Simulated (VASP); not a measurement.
These are r2SCAN meta-GGA, VASP's PBE PAW potentials (set 64) (plane waves; VASP) values and carry that method's errors.

VASP ran on this input.

**POSCAR**
```
AuZn
3.1473170
  1.0000000733   0.0000000000   0.0000000000
  0.0000000000   1.0000000733   0.0000000000
  0.0000000000   0.0000000000   1.0000000733
Zn Au
1 1
Cartesian
  0.5000000367   0.5000000367   0.5000000367
 -0.0079432736   0.0000000000   0.0000000000
```

### INCAR
```
SYSTEM = AuZn
PREC = Accurate
ENCUT = 480
EDIFF = 1E-7
NELM = 100
ALGO = Normal
LREAL = .FALSE.
LASPH = .TRUE.
ISMEAR = 1
SIGMA = 0.1
METAGGA = R2SCAN
LMIXTAU = .TRUE.
LMAXMIX = 6
LWAVE = .FALSE.
LCHARG = .FALSE.
ISIF = 2
```

**KPOINTS**
```
K-points
0
gamma
  10 10 10
```

POTCAR, in this order: Zn Au (PBE.64 set). Program: vasp_std.

Unless said otherwise, spin-orbit coupling is left out, though it shifts the bands of the heavy elements here.

Question: What does the run give for the energy per atom (σ→0), largest force, band gap (on the k-mesh)?

Answer: 
```
Item                                                         Value
------------------------  ----------------------------------------
energy per atom (σ→0)                              -29.968 eV/atom
band gap (on the k-mesh)  none (metal, semimetal or under 0.01 eV)
largest force                                           0.085 eV/Å
```

OSZICAR:
```
...
DAV:  10    -0.599363759609E+02   -0.13052E-02   -0.60754E-03  4270   0.852E-01    0.734E-02
DAV:  11    -0.599364983665E+02   -0.12241E-03   -0.26916E-03  4137   0.596E-01    0.537E-02
DAV:  12    -0.599367598517E+02   -0.26149E-03   -0.19263E-04  3990   0.156E-01    0.312E-02
DAV:  13    -0.599367573350E+02    0.25167E-05   -0.39652E-05  4291   0.914E-02    0.119E-02
DAV:  14    -0.599367759671E+02   -0.18632E-04   -0.28866E-05  4137   0.811E-02    0.349E-03
DAV:  15    -0.599367758290E+02    0.13815E-06   -0.16660E-06  4123   0.214E-02    0.193E-03
DAV:  16    -0.599367757673E+02    0.61740E-07   -0.20708E-07  3314   0.676E-03
   1 F= -.59936776E+02 E0= -.59936494E+02  d E =-.844992E-03
```

The compound is AuZn in the CsCl type structure. This cell was strained or had an atom moved on purpose. The electron count is odd and the run is not spin-polarised, which forces a metal.
